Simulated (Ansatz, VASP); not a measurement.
# Cross-check of K between VASP and Ansatz

Aim: how closely do two programs agree when they are given the same cell, functional and k mesh? The structure shown is the end of the Ansatz relaxation below.

Method: plane waves, with VASP 6.6.1 beside it; single point at PBEsol, in Ansatz 0.2.0.

### Step 1. Starting point

The cell holds 5 atoms: 5 K. Its edges and angles: a = 4.507 Å, b = 4.507 Å, c = 53.498 Å, α = 90.0°, β = 90.0°, γ = 66.9°. Vacuum lies along c.

### Step 2. Ansatz: relaxation, PBEsol

Ansatz runs on its default PAW (the set named soft_2) files.

This run makes the geometry at which the two programs are then compared.

input.yaml reads:

```yaml
crystal:
  lattice:
    - [2.4828398578, 3.7582340666, 0.0]
    - [-2.4828398578, 3.7582340666, 0.0]
    - [0.0, 0.0, 53.498429536]
  atoms:
    - { symbol: K, position: [0.0, 0.0, 0.1200561632] }
    - { symbol: K, position: [0.5, 0.5, 0.1897279188] }
    - { symbol: K, position: [0.0, 0.0, 0.2602809114] }
    - { symbol: K, position: [0.5, 0.5, 0.3308339041] }
    - { symbol: K, position: [0.0, 0.0, 0.4005056597] }
  periodic: [true, true, false]
kpoints:
  mp_grid: { grid: [8, 8, 1] }
hamiltonian:
  xc: pbesol
scf:
  occupations: { method: methfessel_paxton, width: 0.15 }
output:
  forces: true
  stress: true
  eigenvalues: true
  write_density: true
  write_potential: true
  elf: true
  volumetric_format: npy
relax:
  adjacent_minimum: "off"
  f_tol: 0.001
  max_steps: 60
  cell: { stress_2d_tol: 0.002 }
```

Started as:

```console
ansatz run input.yaml --threads 8 --pin off --max-ram 14336MiB --backend cpu --events-out ev --progress --plain --runs-dir out
```

Numbers of over 12 decimals in the logs are rounded to 6 here.

Output:

```text
Engine: ansatz 0.2.0, aarch64-unknown-linux-gnu
Pseudopotentials: kind: paw
Pseudopotential: K, paw, valence charge 9, recommended cutoff 420 eV (normal), K.paw.azcp
Functional definition: PBEsol
  exchange = pbesol_x
  correlation = pbesol_c
Crystal: 5 atoms, lattice volume = 998.398 Å³
Basis set: ecut = 420 eV, 19607 PW (Γ), exchange–correlation on 64×64×720 points (8 copies of the dense FFT grid, shifted against one another)
Bands: 28, of which v1, the nominal top of the filled ones, is band 23 counted from 1 (22 counted from 0)
Symmetry: 8 space group operations
Space group: Cmmm (ITA 65), of the structure as read, at distance tolerance 1.0e-4 Å
k-points: 21 of 64
Non-local potential: K, projectors of the file, l = 0: 3, l = 1: 2, l = 2: 2
PAW form: soft (Blöchl's): semilocal exchange-correlation on the pseudo side does not see the compensation charge
PAW frozen core: K, regenerated for the run's functional, and the local potential with it (the file was generated under x = pbe(κ = 0.804, μ = 0.219515), c = pbe(β = 0.066725))
PAW one-centre angular grid: K, 110 points (default); XC on 64 Gauss nodes
Initial density: superposition of atomic densities (neutral atoms: chi_scale 0, normalization atom), corrected by the library's trained network
Initial wavefunctions: pseudopotential atomic-orbital guess
Functional: x = pbesol(κ = 0.804, μ = 0.123457), c = pbesol(β = 0.046)
SCF iter   1: F=—  HF=-7579.869012 eV  |F-HF|=—  |Δ(HF+E_count)|=         —  Δρ=9.14e-4  dr2=3.19e-1  ethr=1.77e-3  ⟨swp⟩=16.0  Hψ=4284  notcnv=0
preconditioner: auto → LDOS  [metal: Δε(μ)=0.048 eV  Ē_g=1.888 eV  σ=0.150 eV  W_gap=0.26  n_scr=70 (ndim 8)  ℏωp=2.6 eV  f_vac=0.614  D(μ)=3.98/eV (n_scr^D=14)  β→1.0]
SCF iter   2: F=—  HF=-7579.853929 eV  |F-HF|=—  |Δ(HF+E_count)|=   1.51e-2  S|Δr|=    0.00e0  Δρ=2.81e-4  dr2=3.31e-3  ethr=7.09e-4  ⟨swp⟩=1.1  Hψ=759  notcnv=0
SCF iter   3: F=—  HF=-7579.853805 eV  |F-HF|=—  |Δ(HF+E_count)|=   1.24e-4  S|Δr|=    0.00e0  Δρ=1.12e-4  dr2=2.14e-4  ethr=7.35e-6  ⟨swp⟩=2.9  Hψ=989  notcnv=0
SCF iter   4: F=—  HF=-7579.853841 eV  |F-HF|=—  |Δ(HF+E_count)|=   3.62e-5  S|Δr|=    0.00e0  Δρ=8.16e-5  dr2=9.46e-5  ethr=4.75e-7  ⟨swp⟩=2.0  Hψ=956  notcnv=0
SCF iter   5: F=—  HF=-7579.853911 eV  |F-HF|=—  |Δ(HF+E_count)|=   7.00e-5  S|Δr|=    0.00e0  Δρ=1.76e-5  dr2=4.65e-6  ethr=2.10e-7  ⟨swp⟩=2.0  Hψ=912  notcnv=0
SCF iter   6: F=—  HF=-7579.853912 eV  |F-HF|=—  |Δ(HF+E_count)|=   4.20e-7  S|Δr|=    0.00e0  Δρ=3.60e-6  dr2=3.16e-7  ethr=1.03e-8  ⟨swp⟩=2.6  Hψ=1004  notcnv=0
iter 7 did not close the SCF: its close was put off until two iterations running show no level that it waits for move by more than its bar (scf_convergence_deferred on its scf_iter line)
SCF iter   7: F=-7579.853912 eV  HF=-7579.853912 eV  |F-HF|=4.39e-8  |Δ(HF+E_count)|=   1.30e-7  S|Δr|=    0.00e0  Δρ=2.08e-6  dr2=6.82e-8  ethr=2.22e-10  ⟨swp⟩=21.8  Hψ=5328  notcnv=0
iter 8 did not close the SCF: its close was put off until two iterations running show no level that it waits for move by more than its bar (scf_convergence_deferred on its scf_iter line)
SCF iter   8: F=-7579.853912 eV  HF=-7579.853912 eV  |F-HF|=5.32e-9  |Δ(HF+E_count)|=   5.58e-9  S|Δr|=    0.00e0  Δρ=8.10e-7  dr2=8.53e-9  ethr=1.52e-10  ⟨swp⟩=8.1  Hψ=3675  notcnv=0
SCF iter   9: F=-7579.853912 eV  HF=-7579.853912 eV  |F-HF|=3.06e-10  |Δ(HF+E_count)|=   1.80e-9  S|Δr|=    0.00e0  Δρ=1.45e-7  dr2=4.58e-10  ethr=1.90e-11  ⟨swp⟩=6.8  Hψ=3343  notcnv=0
SCF 1 converged in 9 iterations: F = -7579.853912 eV  dr2 = 4.58e-10
  greatest PAW one-centre occupation: 0.987 electrons in one spin orbital (limit 2), on the K atom at site 4 (counted from 0), in its partial waves of l = 0
relax step   1: F+E_penalty+E_count = -7579.85391184 eV  Δ(F+E_penalty+E_count) = +0.000e0 eV  max|allowed force component| = 1.645e-3 eV/Å  Δτ_max = 0.0000 Å  P = +0.000 N/m  Ω = 998.398 Å³  fix = [c, alpha, beta]  reactions: c +0.000 N/m  (9 SCF iters, dr2 threshold 1.00e-7 eV, accepted)
[...]
relax step   6: F+E_penalty+E_count = -7579.85393689 eV  Δ(F+E_penalty+E_count) = -1.613e-7 eV  max|allowed force component| = 5.907e-5 eV/Å  Δτ_max = 0.0002 Å  P = +0.002 N/m  Ω = 998.955 Å³  energy of the carried Pulay correction = -1.848e-7 eV  fix = [c, alpha, beta]  reactions: c +0.000 N/m  (5 SCF iters, dr2 threshold 4.00e-12 eV, accepted)
[...]
relax step   7: F+E_penalty+E_count = -7579.85393710 eV  Δ(F+E_penalty+E_count) = -2.093e-7 eV  max|allowed force component| = 1.876e-5 eV/Å  Δτ_max = 0.0001 Å  P = -0.000 N/m  Ω = 999.181 Å³  energy of the carried Pulay correction = -2.595e-7 eV  fix = [c, alpha, beta]  reactions: c +0.000 N/m  (6 SCF iters, dr2 threshold 2.50e-12 eV, accepted)
[...]
relax step   8: F+E_penalty+E_count = -7579.85393737 eV  Δ(F+E_penalty+E_count) = -2.716e-7 eV  max|allowed force component| = 1.873e-5 eV/Å  Δτ_max = 0.0000 Å  P = -0.000 N/m  Ω = 999.181 Å³  fix = [c, alpha, beta]  reactions: c +0.000 N/m  stress off target by 3.38e-4 N/m on what of the cell is left free  SCF on the basis re-selected at this cell (its energy is not comparable with the rows above)  (9 SCF iters)
basis re-selected at this cell: Δ(F+E_penalty+E_count) = -2.716e-7 eV, ΔP = +0.000 N/m vs the last step (what re-selecting the basis moved, of the pressure what is left beyond the Pulay correction that the steps carried, after the strain that the cell walked since its last selection, with what the two solves' SCF thresholds leave and, on support functions, any second-order correction that the steps lacked; it is no m [...]
SCF converged after 9 iterations
Stability not checked: this state was not tested for a lower state beside it, because cold or Methfessel-Paxton smearing, or corrected tetrahedra, fill the levels in a way that the test cannot read (fill_not_monotonic; see scf.lower_state_search)
Free energy (F): -7579.853937 eV
Harris-Foulkes:  -7579.853937 eV  (|F-HF|=5.10e-10)
Internal energy: -7579.855144 eV  (E = F + TS)
E sigma→0 (E₀):  -7579.854239 eV
Entropy (-TS):   0.001207 eV (0.241 meV/atom)
Fermi energy:    -2.419194 eV
--- Per-component energies (eV) ---
  E_band       = -901.504444
  E_kinetic    = 1259.500697
  E_local      = -74671.823799  (includes V_loc(G=0)·N_el)
  E_nonlocal   = 69.241384
  E_hartree    = 36698.363398
  E_xc         = -659.617057
  E_vxc        = -808.028794  (∫ρ·V_xc dr)
  E_paw        = -3809.090127  (= ΣΔE_a)
  E_vpaw       = -147.120648  (= ΣTr[D̂ρ^β])
  E_aug_tail   = -0.000016  (compensation charges beyond the density's cutoff)
  E_ewald      = 33533.030951
  E_core_change = 0.539426  (= ΣΔE_core)
  E_smearing   = 0.001207  (= −TS)
  E_closure    = -0.000000  (closes the sum)
  Σ components = -7579.853937   (vs F -7579.853937, Δ=0.00e0)
--- Forces (eV/Å), atoms counted from 1 ---
  atom   1  K      0.00000000    -0.00000000    -0.00001873
  atom   2  K      0.00000000     0.00000000     0.00000889
  atom   3  K      0.00000000     0.00000000     0.00000000
  atom   4  K      0.00000000    -0.00000000    -0.00000889
  atom   5  K      0.00000000     0.00000000     0.00001873
  max |Σ_I F_I| component: 3.39e-21 eV/Å
--- 2D stress c σ (N/m, compression-positive) ---
       -0.000338       0.000000       0.000000
        0.000000       0.000267       0.000000
        0.000000       0.000000       0.000000
  P = ½ c Tr σ = -0.0000 N/m
--- Band table (eV; the first three rows and the last of 21) ---
  k-point 0: bands = [... 19 lower, -17.8970, -4.5742, -4.3295, -3.8981, -3.3202, -2.6585, -1.8452 (-1.8453°), -1.3256, ... 1 higher]
  k-point 1: bands = [... 19 lower, -17.9008, -4.4165, -4.1742, -3.7463, -3.1721, -2.5129, -1.7540 (-1.7541°), -1.2045, ... 1 higher]
  k-point 2: bands = [... 19 lower, -17.9039, -3.9571, -3.7226, -3.3064, -2.7450, -2.0976, -1.4824, -0.8799, ... 1 higher]
  k-point 20: bands = [... 19 lower, -17.9063, -2.0009, -1.8030, -1.7492, -1.6856, -1.4523, -1.3466, -1.1305, ... 1 higher]
  ° read free of the cell's end (the report's vacuum.weakly_bound_levels)
--- Relaxed structure (7 steps of the walk, 6 accepted, 1 SCFs on fresh bases) ---
  F+E_penalty+E_count = -7579.85393737 eV   max|allowed force component| = 1.873e-5 eV/Å   (the final SCF, on the basis selected at the relaxed cell)
  cell:  # Å, volume = 999.1809 Å³
    - [2.482848, 3.761169, 0.0]
    - [-2.482848, 3.761169, 0.0]
    - [0.0, 0.0, 53.498429536]
  atoms:
    - { symbol: K, position: [0, 0, 0.120342] }
    - { symbol: K, position: [0.500000, 0.500000, 0.189867] }
    - { symbol: K, position: [0, 0, 0.26028091144] }
    - { symbol: K, position: [0.500000, 0.500000, 0.330695] }
    - { symbol: K, position: [0, 0, 0.400220] }
```

Reading the cycles: dr2 is the Hartree energy of the density residual (eV), the measure of convergence; HF is the Harris–Foulkes estimate of the energy, which meets the free energy F at convergence.

### Step 3. VASP: single point, PBEsol

The same cell, functional, mesh and smearing now go to VASP, with its own data sets.

Lines of VASP's logs that name or quote its potential files are left out, and so is its time.

INCAR reads:

```
SYSTEM = K
PREC = Accurate
ENCUT = 400
EDIFF = 1E-06
NELM = 120
ISMEAR = 1
SIGMA = 0.15
LREAL = .FALSE.
ALGO = Normal
GGA = PS
NBANDS = 28
LORBIT = 11
LWAVE = .FALSE.
LCHARG = .FALSE.
ISIF = 2
LDIPOL = .TRUE.
IDIPOL = 3
DIPOL = 0.5 0.5 0.26
LVHAR = .TRUE.
LASPH = .TRUE.
GGA_COMPAT = .FALSE.
NELMDL = -8
KPAR = 2
```

POSCAR reads:

```
K
1.0
    2.4828484908      3.7611690649      0.0000000000
   -2.4828484908      3.7611690649      0.0000000000
    0.0000000000      0.0000000000     53.4984295360
K
5
Direct
    0.0000000000      0.0000000000      0.1203417947
    0.5000000000      0.5000000000      0.1898668900
    0.0000000000      0.0000000000      0.2602809114
    0.5000000000      0.5000000000      0.3306949329
    0.0000000000      0.0000000000      0.4002200282
```

KPOINTS reads:

```
Automatic mesh
0
Gamma
8 8 1
0 0 0
```

The projector-augmented-wave data sets are K_sv (PBE family, release 64).

Started as:

```console
mpirun -np 2 vasp_std
```

Output:

```text
[banner, memory and clock lines left out]
running    2 mpi-ranks, on    1 nodes
 distrk:  each k-point on    1 cores,    2 groups
 distr:  one band on    1 cores,    1 groups

 POSCAR found type information on POSCAR K
 POSCAR found :  1 types and       5 ions
|                                                                             |
|               ----> ADVICE to this user running VASP <----                  |
|                                                                             |
|     You enforced a specific xc type in the INCAR file but a different       |
|     [... a line on the potential file left out ...]
|     I HOPE YOU KNOW WHAT YOU ARE DOING!                                     |
|                                                                             |

 LDA part: xc-table for (Slater+PW92), standard interpolation
|                                                                             |
|           W    W    AA    RRRRR   N    N  II  N    N   GGGG   !!!           |
|           W    W   A  A   R    R  NN   N  II  NN   N  G    G  !!!           |
|           W    W  A    A  R    R  N N  N  II  N N  N  G       !!!           |
|           W WW W  AAAAAA  RRRRR   N  N N  II  N  N N  G  GGG   !            |
|           WW  WW  A    A  R   R   N   NN  II  N   NN  G    G                |
|           W    W  A    A  R    R  N    N  II  N    N   GGGG   !!!           |
|                                                                             |
|     One of the lattice vectors is very long (>50 A), but AMIN is rather     |
|     large. This can spoil convergence since charge sloshing might occur     |
|     along the long lattice vector. If problems with convergence are         |
|     observed, try to decrease AMIN to a smaller value (e.g. 0.01).          |
|     Note: This warning only applies if the self-consistency cycle is        |
|     used.                                                                   |
|                                                                             |

 POSCAR, INCAR and KPOINTS ok, starting setup
 FFT: planning ... GRIDC
 FFT: planning ... GRID_SOFT
 FFT: planning ... GRID
 WAVECAR not read
 entering main loop
       N       E                     dE             d eps       ncg     rms          rms(c)
DAV:   1     0.271089381977E+03    0.27109E+03   -0.15874E+04  1680   0.884E+02
DAV:   2     0.292661408144E+02   -0.24182E+03   -0.23807E+03  1392   0.256E+02
DAV:   3    -0.353199360186E+01   -0.32798E+02   -0.32653E+02  1660   0.648E+01
DAV:   4    -0.548410306983E+01   -0.19521E+01   -0.19476E+01  1784   0.203E+01
DAV:   5    -0.556934649350E+01   -0.85243E-01   -0.85235E-01  1984   0.326E+00
DAV:   6    -0.557020445812E+01   -0.85796E-03   -0.85790E-03  1712   0.408E-01
DAV:   7    -0.557022985899E+01   -0.25401E-04   -0.25400E-04  1632   0.582E-02
DAV:   8    -0.557023146474E+01   -0.16057E-05   -0.16056E-05  1664   0.119E-02    0.490E+00
DAV:   9    -0.545402236350E+01    0.11621E+00   -0.99521E-01  1404   0.294E+00    0.290E+00
DAV:  10    -0.544709907549E+01    0.69233E-02   -0.11835E+00  1384   0.191E+00    0.211E+00
DAV:  11    -0.537792483060E+01    0.69174E-01   -0.22804E-01  1688   0.184E+00    0.321E-01
DAV:  12    -0.537950624077E+01   -0.15814E-02   -0.14348E-02  1468   0.628E-01    0.178E-01
DAV:  13    -0.537908730684E+01    0.41893E-03   -0.24494E-03  1676   0.144E-01    0.784E-02
DAV:  14    -0.537946268775E+01   -0.37538E-03   -0.42440E-04  1376   0.899E-02    0.430E-02
[...]
DAV:  20    -0.538037174206E+01   -0.33460E-04   -0.69217E-06   924   0.676E-03    0.171E-03
DAV:  21    -0.538038559023E+01   -0.13848E-04   -0.16129E-06  1016   0.304E-03    0.106E-03
DAV:  22    -0.538040338363E+01   -0.17793E-04   -0.22831E-06   908   0.231E-03    0.643E-04
DAV:  23    -0.538040999687E+01   -0.66132E-05   -0.87440E-07   884   0.161E-03    0.360E-04
DAV:  24    -0.538041356689E+01   -0.35700E-05   -0.25632E-07   844   0.888E-04    0.253E-04
DAV:  25    -0.538041489911E+01   -0.13322E-05   -0.19647E-08   788   0.539E-04    0.127E-04
DAV:  26    -0.538041724456E+01   -0.23454E-05   -0.10815E-07   740   0.438E-04    0.122E-04
DAV:  27    -0.538041807682E+01   -0.83226E-06   -0.21564E-08   744   0.323E-04
   1 F= -.53804181E+01 E0= -.53808244E+01  d E =0.121906E-02
```

From OUTCAR (step 3):

```text
ion  position               nearest neighbor table
   1  0.000  0.000  0.120-
   2  0.500  0.500  0.190-
   3  0.000  0.000  0.260-
   4  0.500  0.500  0.331-
   5  0.000  0.000  0.400-

  LATTYP: Found a base centered orthorhombic cell.
 ALAT       =     4.9656969816
 B/A-ratio  =     1.5148604834
 C/A-ratio  =    10.7735993022

 Subroutine GETGRP returns: Found  8 space group operations
 (whereof  4 operations were pure point group operations)

The static configuration has the point symmetry C_2v.
 The point group associated with its full space group is D_2h.

 Found     21 irreducible k-points:

   k-points           NKPTS =     21   k-points in BZ     NKDIM =     21   number of bands    NBANDS=     28

   dimension x,y,z NGX =    30 NGY =   30 NGZ =  350
   dimension x,y,z NGXF=    60 NGYF=   60 NGZF=  700

   ENCUT  =  400.0 eV  29.40 Ry    5.42 a.u.   7.35  7.35 87.24*2*pi/ulx,y,z

   NELECT =      45.0000    total number of electrons

 k-points in reciprocal lattice and weights: Automatic mesh
   0.00000000  0.00000000  0.00000000       0.016
   0.12500000  0.00000000  0.00000000       0.062
   0.25000000  0.00000000  0.00000000       0.062
   0.37500000  0.00000000  0.00000000       0.062
   0.50000000  0.00000000  0.00000000       0.031
   0.12500000  0.12500000  0.00000000       0.031
   0.25000000  0.12500000  0.00000000       0.062
   0.37500000  0.12500000  0.00000000       0.062
   0.50000000  0.12500000  0.00000000       0.062
[...]
-0.37500000  0.37500000  0.00000000       0.031
   0.50000000  0.50000000  0.00000000       0.016

 dipolmoment           0.000000      0.000000     -0.000003 electrons x Angstroem

 average (electrostatic) potential at core
       1 -40.9529       2 -40.7399       3 -40.7369       4 -40.7399       5 -40.9529

 E-fermi :  -1.5517

 k-point     1 :       0.0000    0.0000    0.0000
  band No.  band energies     occupation
    ...
     21      -3.7080      2.00000
     22      -3.4632      2.00000
     23      -3.0315      2.00000
     24      -2.4532      2.00000
     25      -1.7913      2.04637
     26      -0.9768     -0.00000
     27      -0.4587     -0.00000
     28       0.1376     -0.00000

 k-point     2 :       0.1250    0.0000    0.0000
  band No.  band energies     occupation
    ...
     21      -3.5502      2.00000
     22      -3.3078      2.00000
     23      -2.8796      2.00000
     24      -2.3050      2.00000
     25      -1.6456      1.86276
     26      -0.8857     -0.00000
     27      -0.3376     -0.00000
     28       0.2442     -0.00000

 k-point     3 :       0.2500    0.0000    0.0000
  band No.  band energies     occupation
    ...
     20     -17.0340      2.00000
     21      -3.0905      2.00000
     22      -2.8559      2.00000
     23      -2.4394      2.00000
     24      -1.8777      2.00878
     25      -1.2301     -0.00978
     26      -0.6142     -0.00000
     27      -0.0127     -0.00000
     28       0.4716     -0.00000

  Total       -0.0186687     -0.0160521     -0.0148029      0.0000000      0.0000000      0.0000000
  in kB       -0.0299351     -0.0257395     -0.0237364      0.0000000      0.0000000      0.0000000
  external PRESSURE =      -0.0264703 kB  Pullay stress =       0.0000000 kB

  energy-cutoff  :      400.00
  volume of cell :      999.18
      direct lattice vectors                 reciprocal lattice vectors
     2.482848491  3.761169065  0.000000000     0.201381599  0.132937390  0.000000000
    -2.482848491  3.761169065  0.000000000    -0.201381599  0.132937390  0.000000000
     0.000000000  0.000000000 53.498429536     0.000000000  0.000000000  0.018692137

 POSITION                                       TOTAL-FORCE (eV/Angst)
 -----------------------------------------------------------------------------------
      0.00000      0.00000      6.43810         0.000000     -0.000000     -0.000520
      0.00000      3.76117     10.15758         0.000000      0.000000      0.000044
      0.00000      0.00000     13.92462         0.000000      0.000000      0.000000
      0.00000      3.76117     17.69166         0.000000     -0.000000     -0.000044
      0.00000      0.00000     21.41114         0.000000      0.000000      0.000520
 -----------------------------------------------------------------------------------
    total drift:                               -0.000000     -0.000000     -0.000082

  FREE ENERGIE OF THE ION-ELECTRON SYSTEM (eV)
  ---------------------------------------------------
  free  energy   TOTEN  =        -5.3804180768 eV

  energy  without entropy=       -5.3816371374  energy(sigma->0) =       -5.38082443

 vacuum level on the upper side and lower side of the slab         0.867         0.867

 total charge
# of ion       s       p       d       tot
------------------------------------------
    1        1.982   5.540   0.004   7.527
    2        1.980   5.544   0.006   7.529
    3        1.980   5.544   0.005   7.529
    4        1.980   5.544   0.006   7.529
    5        1.982   5.540   0.004   7.527
--------------------------------------------------
tot          9.904  27.712   0.025  37.642

[... 3 further parts left out ...]
```

The run ends at a pressure of 0.00 GPa, with forces up to 5.2e-4 eV/Å.

### Step 4. Comparison

Known differences besides the potentials themselves: Ansatz cuts the interaction across the vacuum, VASP repeats the sheet with a dipole correction; the cutoff is 420 eV in Ansatz and 400 eV in VASP; Ansatz makes its cores anew for this functional, VASP keeps those of its PBE data sets. Total energies have different zeros and are not compared.

With vacuum in the cell, a pressure given here is an average over mostly empty space and none of the material.

### Step 5. What came out

| Quantity | Value |
| --- | --- |
| r.m.s. force difference (single point, PBEsol) | 0.18 meV/Å |

**Reading.** The r.m.s. force difference is 0.18 meV/Å (single point, PBEsol), within the 12 meV/Å picked in this series as the mark of a large difference. Such differences can come from data sets, numerical settings and the points named under the comparisons, not from the functional's error against experiment.

[Lines on the potential files, build, host, timing and source positions are cut from VASP's logs without a mark.]

[Logs are printed without paths, hosts, clocks, repeated set-up lines and the standing remarks that a program may print on its own settings, such as how far it seeks lower states.]

[Hosts, paths, dates, database ids (printed as entryN), source tags and the programs' standing remarks are cut or masked in the printed files.]
